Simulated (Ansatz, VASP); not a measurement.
## ZnCu2SnS4: VASP beside Ansatz

One calculation is typed for both programs; each brings its own data sets and cutoff. How far apart do they land? The cell is taken from a series of runs on this material, whose earlier steps may have relaxed, scaled, displaced or heated it; both programs get it as it stands.

Main program and level: Ansatz 0.2.0; plane waves, with VASP 6.6.1 beside it; single point at LDA.

### Step 1. The starting structure

The structure is tetragonal, space group I-4 (No. 82). Conventional cell: a = 5.321 Å, b = 5.321 Å, c = 10.628 Å, α = 90.00°, β = 90.00°, γ = 90.00°. Sn has 4 S at 2.43 Å nearest. Zn has 4 S at 2.30 Å nearest. Nearest to Cu lie 4 S at 2.25 Å. Nearest to S lie 2 Cu at 2.25 Å and 1 Zn at 2.30 Å and 1 Sn at 2.43 Å. Farther neighbours and most contacts between anions are not listed.

Structure file:

```cif
data_structure
_symmetry_space_group_name_H-M 'I-4'
_symmetry_Int_Tables_number 82
_cell_length_a 5.3215
_cell_length_b 5.3215
_cell_length_c 10.6277
_cell_angle_alpha 90.000
_cell_angle_beta 90.000
_cell_angle_gamma 90.000
_cell_volume 300.96
loop_
_atom_site_label
_atom_site_type_symbol
_atom_site_symmetry_multiplicity
_atom_site_Wyckoff_symbol
_atom_site_fract_x
_atom_site_fract_y
_atom_site_fract_z
_atom_site_occupancy
Sn1 Sn 2 b 0.50000 0.50000 0.00000 1
Zn1 Zn 2 d 0.50000 0.00000 0.25000 1
Cu1 Cu 2 c 0.00000 0.50000 0.25000 1
Cu2 Cu 2 a 0.00000 0.00000 0.00000 1
S1 S 8 g 0.26021 0.26902 0.36978 1
```

### Step 2. VASP: single point, LDA

With cell and atoms fixed, the geometry can't cause a difference; cores, projectors, grids and the points listed under the comparison can.

Lines of VASP's logs that name or quote its potential files are left out, and so is its time.

INCAR reads:

```
SYSTEM = ZnCu2SnS4
PREC = Accurate
ENCUT = 400
EDIFF = 1E-06
NELM = 100
ISMEAR = -1
SIGMA = 0.05
LREAL = .FALSE.
ALGO = Normal
GGA = PW92
NBANDS = 44
LASPH = .TRUE.
LORBIT = 11
LWAVE = .FALSE.
LCHARG = .FALSE.
KPAR = 2
ISIF = 2
```

POSCAR reads:

```
ZnCu2SnS4
1.0
   -2.6607423928      2.6607423911      5.3138514369
    2.6607423928     -2.6607423911      5.3138514369
    2.6607423911      2.6607423928     -5.3138514369
Sn Zn Cu S
1 1 2 4
Direct
    0.5000000000      0.5000000000      0.0000000000
    0.2500000000      0.7500000000      0.5000000000
    0.7500000000      0.2500000000      0.5000000000
    0.0000000000      0.0000000000      0.0000000000
    0.6387953666      0.6299819112      0.5292261405
    0.8904307739      0.3612046334      0.9911865446
    0.1007557707      0.1095692261      0.4707738595
    0.3700180888      0.8992442293      0.0088134554
```

KPOINTS reads:

```
Automatic mesh
0
Gamma
7 7 7
0 0 0
```

Potentials, in the order of the species: Sn_d, Zn, Cu and S (LDA family, release 64).

On the command line:

```
$ mpirun -np 2 vasp_std
```

Numbers of over 12 decimals in the logs are rounded to 6 here.

The program printed:

```text
[banner, memory and clock lines left out]
running    2 mpi-ranks, on    1 nodes
 distrk:  each k-point on    1 cores,    2 groups
 distr:  one band on    1 cores,    1 groups

 POSCAR found type information on POSCAR SnZnCuS
 POSCAR found :  4 types and       8 ions
|                                                                             |
|               ----> ADVICE to this user running VASP <----                  |
|                                                                             |
|     You enforced a specific xc type in the INCAR file but a different       |
|     [... a line on the potential file left out ...]
|     I HOPE YOU KNOW WHAT YOU ARE DOING!                                     |
|                                                                             |

 LDA part: xc-table for (Slater(with rela. corr.)+PW92), standard interpolation
 POSCAR, INCAR and KPOINTS ok, starting setup
 FFT: planning ... GRIDC
 FFT: planning ... GRID_SOFT
 FFT: planning ... GRID
 WAVECAR not read
 entering main loop
       N       E                     dE             d eps       ncg     rms          rms(c)
DAV:   1     0.669347081034E+03    0.66935E+03   -0.27612E+04  4584   0.179E+03
DAV:   2     0.752107686503E+02   -0.59414E+03   -0.57675E+03  4584   0.473E+02
DAV:   3    -0.329226247936E+02   -0.10813E+03   -0.10579E+03  5740   0.201E+02
DAV:   4    -0.408986844285E+02   -0.79761E+01   -0.78891E+01  6336   0.560E+01
DAV:   5    -0.412391919246E+02   -0.34051E+00   -0.33981E+00  6808   0.121E+01    0.186E+01
DAV:   6    -0.407674822722E+02    0.47171E+00   -0.43814E+01  6944   0.113E+02    0.135E+01
DAV:   7    -0.383186193209E+02    0.24489E+01   -0.12424E+01  6088   0.929E+01    0.861E+00
DAV:   8    -0.386201690993E+02   -0.30155E+00   -0.49510E+00  7200   0.266E+01    0.424E+00
DAV:   9    -0.384457393604E+02    0.17443E+00   -0.15394E+00  6200   0.236E+01    0.696E-01
DAV:  10    -0.384453875668E+02    0.35179E-03   -0.10677E-01  7040   0.501E+00    0.267E-01
DAV:  11    -0.384459170057E+02   -0.52944E-03   -0.11651E-02  7440   0.903E-01    0.161E-01
DAV:  12    -0.384460287669E+02   -0.11176E-03   -0.19701E-03  7116   0.100E+00    0.104E-01
DAV:  13    -0.384459285399E+02    0.10023E-03   -0.61640E-04  7084   0.691E-01    0.680E-02
DAV:  14    -0.384458611840E+02    0.67356E-04   -0.30940E-04  6924   0.373E-01    0.321E-02
DAV:  15    -0.384458647446E+02   -0.35606E-05   -0.80616E-05  5424   0.510E-02    0.127E-02
DAV:  16    -0.384458651080E+02   -0.36339E-06   -0.52514E-06  5208   0.204E-02
   1 F= -.38445865E+02 E0= -.38445592E+02  d E =-.546672E-03
```

Parts of OUTCAR (step 2):

```text
ion  position               nearest neighbor table
   1  0.500  0.500  0.000-   5 2.43   6 2.43   8 2.43   7 2.43
   2  0.250  0.750  0.500-   8 2.30   5 2.30   7 2.30   6 2.30
   3  0.750  0.250  0.500-   5 2.25   6 2.25   7 2.25   8 2.25
   4  0.000  0.000  0.000-   5 2.25   7 2.25   6 2.25   8 2.25
   5  0.639  0.630  0.529-   3 2.25   4 2.25   2 2.30   1 2.43
   6  0.890  0.361  0.991-   3 2.25   4 2.25   2 2.30   1 2.43
   7  0.101  0.110  0.471-   3 2.25   4 2.25   2 2.30   1 2.43
   8  0.370  0.899  0.009-   3 2.25   4 2.25   2 2.30   1 2.43

  LATTYP: Found a body centered tetragonal cell.
 ALAT       =     5.3214847839
 C/A-ratio  =     1.9971311214

 Subroutine GETGRP returns: Found  4 space group operations
 (whereof  4 operations were pure point group operations)

The static configuration has the point symmetry S_4 .

 Found     52 irreducible k-points:

   k-points           NKPTS =     52   k-points in BZ     NKDIM =     52   number of bands    NBANDS=     44

   dimension x,y,z NGX =    42 NGY =   42 NGZ =   42
   dimension x,y,z NGXF=    84 NGYF=   84 NGZF=   84

   ENCUT  =  400.0 eV  29.40 Ry    5.42 a.u.  10.62 10.62 10.62*2*pi/ulx,y,z

   NELECT =      72.0000    total number of electrons

 k-points in reciprocal lattice and weights: Automatic mesh
   0.00000000  0.00000000  0.00000000       0.003
   0.14285714 -0.00000000  0.00000000       0.023
   0.28571429  0.00000000  0.00000000       0.023
   0.42857143 -0.00000000  0.00000000       0.023
   0.14285714  0.14285714  0.00000000       0.023
   0.28571429  0.14285714  0.00000000       0.023
  -0.28571429 -0.14285714  0.42857143       0.023
   0.42857143  0.14285714  0.00000000       0.023
  -0.42857143 -0.14285714 -0.42857143       0.023
[...]
-0.42857143  0.42857143  0.42857143       0.012
  -0.42857143 -0.42857143  0.42857143       0.006

 average (electrostatic) potential at core
       1-102.1448       2 -35.1949       3 -66.1261       4 -66.1433       5 -87.1630
       6 -87.1630       7 -87.1630       8 -87.1630

 E-fermi :   5.5108

 k-point     1 :       0.0000    0.0000    0.0000
  band No.  band energies     occupation
    ...
     32       3.3703      2.00000
     33       3.5757      2.00000
     34       5.3232      1.95411
     35       5.3232      1.95411
     36       5.3739      1.87840
     37       5.5681      0.48192
     38       7.1203      0.00000
     39       8.0648      0.00000
     40       8.9964      0.00000
     41       8.9964      0.00000
    ...

 k-point     2 :       0.1429   -0.0000    0.0000
  band No.  band energies     occupation
    ...
     32       3.5050      2.00000
     33       3.6607      2.00000
     34       4.6921      2.00000
     35       5.1191      1.99921
     36       5.2724      1.98315
     37       6.1995      0.00000
     38       7.4406      0.00000
     39       8.2967      0.00000
     40       8.7988      0.00000
     41       8.8866      0.00000
    ...

 k-point     3 :       0.2857    0.0000    0.0000
  band No.  band energies     occupation
    ...
     32       3.6145      2.00000
     33       3.7802      2.00000
     34       4.2481      2.00000
     35       4.6363      2.00000
     36       5.0450      1.99982
     37       6.7139      0.00000
     38       8.2195      0.00000
     39       8.3155      0.00000
     40       8.5748      0.00000
     41       9.1147      0.00000
    ...

  Total       -0.0930610     -0.0930610     -0.0222965     -0.0000000     -0.0000000      0.0000000
  in kB       -0.9908389     -0.9908389     -0.2373950     -0.0000005     -0.0000000      0.0000000
  external PRESSURE =      -0.7396910 kB  Pullay stress =       0.0000000 kB

  energy-cutoff  :      400.00
  volume of cell :      150.48
      direct lattice vectors                 reciprocal lattice vectors
    -2.660742393  2.660742391  5.313851437    -0.000000000  0.187917478  0.094093711
     2.660742393 -2.660742391  5.313851437     0.187917478  0.000000000  0.094093711
     2.660742391  2.660742393 -5.313851437     0.187917478  0.187917478  0.000000000

 POSITION                                       TOTAL-FORCE (eV/Angst)
 -----------------------------------------------------------------------------------
      0.00000      0.00000      5.31385        -0.000000      0.000000      0.000000
      2.66074      0.00000      2.65693        -0.000000      0.000000     -0.000000
     -0.00000      2.66074      2.65693        -0.000000      0.000000     -0.000000
      0.00000      0.00000      0.00000        -0.000000      0.000000     -0.000000
      1.38468      1.43158      3.92986        -0.002721      0.007132      0.003687
      1.22916      4.04543      1.38399        -0.007132     -0.002721     -0.003687
      1.27606      1.22916     -1.38399         0.002721     -0.007132      0.003687
      1.43158     -1.38468      6.69784         0.007132      0.002721     -0.003687
 -----------------------------------------------------------------------------------
    total drift:                                0.000001      0.000001      0.000002

  FREE ENERGIE OF THE ION-ELECTRON SYSTEM (eV)
  ---------------------------------------------------
  free  energy   TOTEN  =       -38.4458651080 eV

  energy  without entropy=      -38.4453184360  energy(sigma->0) =      -38.44559177

 total charge
# of ion       s       p       d       tot
------------------------------------------
    1        1.124   1.134  10.105  12.364
    2        0.559   0.532   9.801  10.892
    3        0.407   0.443   9.260  10.110
    4        0.407   0.440   9.259  10.107
    5        1.327   2.386   0.000   3.713
    6        1.327   2.386   0.000   3.713
    7        1.327   2.386   0.000   3.713
    8        1.327   2.386   0.000   3.713
--------------------------------------------------
tot          7.806  12.090  38.426  58.323

[... 3 further parts left out ...]
```

This run has no spin polarisation, so a moment on Cu, if there is one, isn't seen.

(Continued in part 2 of 2.)

[Lines on the potential files, build, host, timing and source positions are cut from VASP's logs without a mark.]

[Logs are printed without paths, hosts, clocks, repeated set-up lines and the standing remarks that a program may print on its own settings, such as how far it seeks lower states.]

[Hosts, paths, dates, database ids (printed as entryN), source tags and the programs' standing remarks are cut or masked in the printed files.]
